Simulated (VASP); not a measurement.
Here is the system:

```
ZnO
1.0
    1.63358    -2.82945     0.00000
    1.63358     2.82945     0.00000
    0.00000     0.00000     5.28715
Zn O
2 2
Direct
  0.66667   0.33333   0.50185
  0.33333   0.66667   0.00185
  0.66667   0.33333   0.88015
  0.33333   0.66667   0.38015
```

These are optB88-vdW, VASP's PBE PAW potentials (set 64) (plane waves; VASP) values and carry that method's errors. Numerical set-up: 520 eV cut-off, Gaussian smearing of 0.050 eV, potentials Zn O.

Q: Give the energies of bands 7 to 20 at the high-symmetry points, in eV from the valence-band maximum.

A: 
| band | Γ | M | K | A | L | H |
|---|---|---|---|---|---|---|
| 7 | -5.42 | -4.94 | -4.67 | -5.53 | -5.06 | -4.86 |
| 8 | -5.41 | -4.85 | -4.67 | -5.53 | -5.06 | -4.86 |
| 9 | -4.54 | -4.50 | -4.60 | -4.42 | -4.36 | -4.53 |
| 10 | -4.54 | -4.38 | -4.48 | -4.42 | -4.36 | -4.53 |
| 11 | -4.34 | -4.30 | -4.40 | -4.42 | -4.27 | -4.04 |
| 12 | -4.34 | -4.22 | -4.40 | -4.42 | -4.27 | -4.04 |
| 13 | -4.07 | -3.74 | -3.65 | -2.25 | -3.74 | -3.68 |
| 14 | -0.76 | -3.46 | -3.50 | -2.25 | -3.74 | -3.68 |
| 15 | -0.76 | -2.75 | -3.50 | -0.37 | -1.44 | -2.60 |
| 16 | -0.08 | -2.15 | -1.86 | -0.37 | -1.44 | -2.60 |
| 17 | 0.00 | -1.25 | -1.86 | -0.37 | -1.34 | -1.21 |
| 18 | 0.00 | -0.79 | -1.66 | -0.37 | -1.34 | -1.21 |
| 19 | 0.81 | 5.68 | 7.53 | 3.42 | 5.71 | 7.82 |
| 20 | 5.15 | 6.91 | 7.53 | 3.42 | 5.71 | 7.82 |

The gap is direct, 0.80 eV, from the valence maximum at Γ to the conduction minimum at Γ.

Measured: gap 3.60 eV (computed value off by -2.80 eV), as given by Wei Chen et al., Physical Review Materials (2018), doi:10.1103/physrevmaterials.2.073803 [zero-point renormalisation of 0.16 eV added back (the table's ZPR column)].

The compound is ZnO in the wurtzite structure. It was relaxed first.
